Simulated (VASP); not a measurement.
# PtCl4: relaxation of cell and atoms with PBE

The system is PtCl4.

```
CELL_PARAMETERS angstrom
5.11535 0.00000 0.00000
0.00000 5.11535 0.00000
0.00000 0.00000 5.11535
ATOMIC_POSITIONS crystal
Pt 0.50000 0.50000 0.50000
Cl 0.00000 0.00000 0.00000
Cl 0.50000 0.50000 0.00000
Cl 0.50000 0.00000 0.50000
Cl 0.00000 0.50000 0.50000
```

The cell was built by a generator and needn't be a form met in nature.

The cell isn't the ideal one: species swapped into the Mn4N type (Pm-3m, No. 221).

| Property | Result |
| --- | --- |
| Program | VASP 6.6.1 |
| Task | relaxation of cell and atoms |
| Functional | PBE |
| Potentials or basis | VASP PAW PBE potentials, release 64 (Pt, Cl) |
| Cutoff | 600 eV |
| k mesh | 4 × 4 × 4 |
| Occupations | gaussian, width 0.1 eV |
| Spin | no spin polarisation |
| Dipole correction | no |
| Further INCAR settings | ALGO = Fast; EDIFF = 1e-06; IBRION = 2; EDIFFG = -0.04; NSW = 90; ISIF = 3 |

| Property | Result |
| --- | --- |
| Relaxed volume | 22.48 Å³/atom |
| Relaxed cell | a = 4.826 Å, b = 4.826 Å, c = 4.826 Å, α = 90.00°, β = 90.00°, γ = 90.00° |
| Space group after relaxing (to 0.05 Å) | Pm-3m (No. 221) |
| Energy gained by relaxing | 106.2 meV/atom |
| Ionic steps | 3 |
| Pressure after relaxing | 0.0 GPa |
| Band gap on the k mesh | none (metal or under the smearing width) |

The path:
| step | energy change (eV) | largest force (eV/Å) | pressure (GPa) | volume (Å³) |
| --- | --- | --- | --- | --- |
| 1 | 0.0000 | 0.0000 | -6.60 | 133.85 |
| 2 | -0.5288 | 0.0000 | -0.65 | 113.61 |
| 3 | -0.5312 | 0.0000 | 0.01 | 112.38 |

Final structure:
```
CELL_PARAMETERS angstrom
4.82569 0.00000 0.00000
0.00000 4.82569 0.00000
0.00000 0.00000 4.82569
ATOMIC_POSITIONS crystal
Pt 0.50000 0.50000 0.50000
Cl 0.00000 0.00000 0.00000
Cl 0.50000 0.50000 0.00000
Cl 0.50000 0.00000 0.50000
Cl 0.00000 0.50000 0.50000
```

Levels at points of the mesh, in eV from the Fermi level:
```csv
k point,band 16,band 17,band 18,band 19,band 20,band 21,band 22,band 23
"(0.00, 0.00, 0.00)",-1.67,-1.67,-1.67,-0.03,-0.03,-0.03,2.05,7.69
"(0.50, 0.00, 0.00)",-1.04,-1.04,-0.90,-0.31,-0.04,-0.04,6.33,9.55
"(0.50, 0.50, 0.00)",-0.51,-0.51,-0.45,-0.18,-0.18,3.19,8.30,8.43
"(0.50, 0.50, 0.50)",-0.85,0.48,0.48,0.48,3.20,3.20,7.06,7.06
```

Wall time 85 s on 1 thread of Intel(R) Xeon(R) Platinum 8488C (Sapphire Rapids) (shared host), peak memory 0.27 GiB.

Caveat: the volume moved by over 15 % at a fixed basis, so the end points are rough. The run has no spin-orbit coupling, so splittings on Pt are missing.
